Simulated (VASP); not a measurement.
Energy against volume of ZrB₂ (AlB2 type). Computed with MS2 meta-GGA, VASP's PBE PAW potentials (set 64) (plane waves; VASP 6.6.1). Run with 520 eV cut-off, 11×11×9 Γ-centred mesh, first-order Methfessel-Paxton smearing of 0.10 eV, potentials Zr_sv B.

Shape and ions are relaxed at each volume.

```csv
V (Å³/atom),E (eV/atom)
9.864,-9.35381
10.169,-9.36140
10.474,-9.35480
10.779,-9.33599
```

Question: Fit these four points and predict the energy of the run at 9.559 Å³/atom.

Answer: A cubic in V^(−2/3), the third-order Birch-Murnaghan form, passes through the four points with V0 = 10.17 Å³/atom and B0 = 248 GPa, and gives -9.3297 eV/atom there. The run gave -9.3298 eV/atom, -0.1 meV/atom from the fit; all five points give B0 = 247 GPa.

The compound is ZrB2 in the AlB2 type structure. It was relaxed first.
